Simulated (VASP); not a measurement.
A VASP calculation is set up with these files.

**KPOINTS**
```
Automatic mesh
0
Gamma
 13 13 13
0 0 0
```

POSCAR:
```
TiC
3.0972520
  0.0000000000   0.7100633077   0.7041380553
  0.7155578558   0.0000000000   0.7041380553
  0.7155578558   0.7100633077   0.0000000000
Ti C
1 1
Direct
  0.0000000000   0.0000000000   0.0000000000
  0.4780250000   0.5219750000   0.5219750000
```

### INCAR
```
SYSTEM  =  TiC
NELM  =  100   # most electronic steps
SIGMA  =  0.1
EDIFF  =  1E-6   # SCF stop (eV)
ISMEAR  =  1   # Methfessel-Paxton
LDAUPRINT  =  1
LASPH  =  .True.   # aspherical one-centre terms
LWAVE  =  .False.
LMAXMIX  =  4   # l cut-off of mixed one-centre charges
LORBIT  =  10
ISIF  =  2
GGA  =  PE
PREC  =  Accurate
LDAUJ  =  0 0
LREAL  =  .False.
ALGO  =  Normal   # blocked Davidson
LDAU  =  .True.
ENCUT  =  520   # plane-wave cut-off (eV)
LDAUTYPE  =  2
LCHARG  =  .False.
LDAUL  =  2 -1
LDAUU  =  2.0 0
```

POTCAR, in this order: Ti_sv C (PBE.64 set). Program: vasp_std.

### Question
Write an equivalent input for Quantum ESPRESSO's pw.x.

### Answer
One equivalent input (not run):
```
&CONTROL
  calculation = 'scf'
  pseudo_dir = './pseudo'
  outdir = './out'
  tprnfor = .true.
  tstress = .true.
/
&SYSTEM
  ibrav = 0
  nat = 2
  ntyp = 2
  ecutwfc = 84
  occupations = 'smearing'
  smearing = 'methfessel-paxton'
  degauss = 0.00735
  input_dft = 'pbe'
/
&ELECTRONS
  conv_thr = 7.3e-08
  electron_maxstep = 100
/
ATOMIC_SPECIES
  Ti 47.867 Ti.upf
  C 12.011 C.upf
CELL_PARAMETERS angstrom
     0.0000000    2.1992450    2.1808930
     2.2162630    0.0000000    2.1808930
     2.2162630    2.1992450    0.0000000
ATOMIC_POSITIONS crystal
  Ti   0.0000000  0.0000000  0.0000000
  C    0.4780250  0.5219750  0.5219750
K_POINTS automatic
  13 13 13 0 0 0
HUBBARD {ortho-atomic}
U Ti-3d 2
```
The two are equivalent in intent, not identical: the potentials are each code's own (VASP's PAW set, PseudoDojo norm-conserving files in pw.x), so ENCUT and ecutwfc are chosen apart and not converted; conv_thr bounds pw.x's estimated SCF error, while EDIFF bounds the energy change between steps; the +U projectors differ (PAW spheres against orthogonalised atomic orbitals), so the same U acts differently.

The compound is TiC in the rock salt structure. The cell was not relaxed at this level, atoms are displaced from their ideal sites. The run is one of a series of settings (LDAU = .TRUE., LDAUJ = 0 0, LDAUL = 2 -1, LDAUTYPE = 2, LDAUU = 2.0 0 against the base run), some of them coarse on purpose.
